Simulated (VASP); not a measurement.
Consider the following.

```
CELL_PARAMETERS angstrom
      8.75833     0.00000     0.00000
      0.00000     8.75833     0.00000
      0.00000     0.00000     8.75833
ATOMIC_POSITIONS crystal
  Si 0.50002 0.99701 0.99703
  Si 0.75056 0.24953 0.99879
  Si 0.75055 0.99910 0.24942
  Si 0.00045 0.99957 0.99961
  Si 0.24742 0.24960 0.99706
  Si 0.49997 0.50014 0.99891
  Si 0.75044 0.75248 0.99714
  Si 0.24737 0.99692 0.24959
  Si 0.48341 0.23311 0.23311
  Si 0.62504 0.37470 0.37507
  Si 0.76687 0.51637 0.23330
  Si 0.49992 0.99894 0.50017
  Si 0.76688 0.23298 0.51665
  Si 0.75049 0.99688 0.75274
  Si 0.00289 0.49998 0.99708
  Si 0.25001 0.75006 0.99962
  Si 0.00115 0.24946 0.24948
  Si 0.24938 0.50026 0.24938
  Si 0.49994 0.75066 0.24952
  Si 0.00300 0.99701 0.50002
  Si 0.24935 0.24955 0.50007
  Si 0.48335 0.51664 0.51667
  Si 0.75055 0.75077 0.50010
  Si 0.25001 0.99976 0.74997
  Si 0.49987 0.24948 0.75069
  Si 0.75057 0.50023 0.75054
  Si 0.00296 0.75259 0.24957
  Si 0.00119 0.50014 0.50011
  Si 0.24737 0.75268 0.50005
  Si 0.00302 0.24960 0.75260
  Si 0.24729 0.50008 0.75281
  Si 0.49996 0.75275 0.75266
  Si 0.00036 0.75001 0.75003
  C  0.62520 0.11909 0.11884
  C  0.88098 0.37473 0.11902
  C  0.88110 0.11902 0.37485
  C  0.12511 0.12411 0.12416
  C  0.36937 0.37490 0.11887
  C  0.62528 0.63053 0.11909
  C  0.87582 0.87497 0.12415
  C  0.36928 0.11883 0.37485
  C  0.88112 0.63066 0.37487
  C  0.62526 0.11880 0.63086
  C  0.88117 0.37484 0.63063
  C  0.87593 0.12412 0.87497
  C  0.12528 0.62551 0.12409
  C  0.37457 0.87461 0.12418
  C  0.12538 0.37491 0.37465
  C  0.36930 0.63075 0.37480
  C  0.62534 0.87492 0.37473
  C  0.12537 0.12424 0.62538
  C  0.36920 0.37481 0.63080
  C  0.62521 0.63091 0.63068
  C  0.87588 0.87464 0.62547
  C  0.37455 0.12418 0.87468
  C  0.62531 0.37487 0.87459
  C  0.87584 0.62544 0.87467
  C  0.12514 0.87477 0.37478
  C  0.12504 0.62551 0.62554
  C  0.37451 0.87504 0.62548
  C  0.12513 0.37480 0.87496
  C  0.37459 0.62554 0.87502
  C  0.62529 0.87467 0.87496
  C  0.12528 0.87482 0.87470
```

The numbers are results of HSE06 screened hybrid, VASP's PBE PAW potentials (set 64) (plane waves; VASP), not measurements. Run with PREC = Normal, LREAL = Auto, ISYM = 0, EDIFF = 1E-5, 400 eV cut-off, 1×1×1 Γ-centred mesh, Gaussian smearing of 0.050 eV, potentials Si C.

The supercell is sampled at Γ alone, which is coarse: total energies, pressure and levels can be off, energies of defects by several tenths of an eV.

### Question
Predict the energy per atom (σ→0).

### Answer

energy per atom (σ→0): -8.553 eV/atom

The cell is a supercell with a defect, built from SiC (zinc blende): Si_C. The cell's shape comes from a PBE relaxation. The run is not spin-polarised, so no state with unpaired spins was tried.
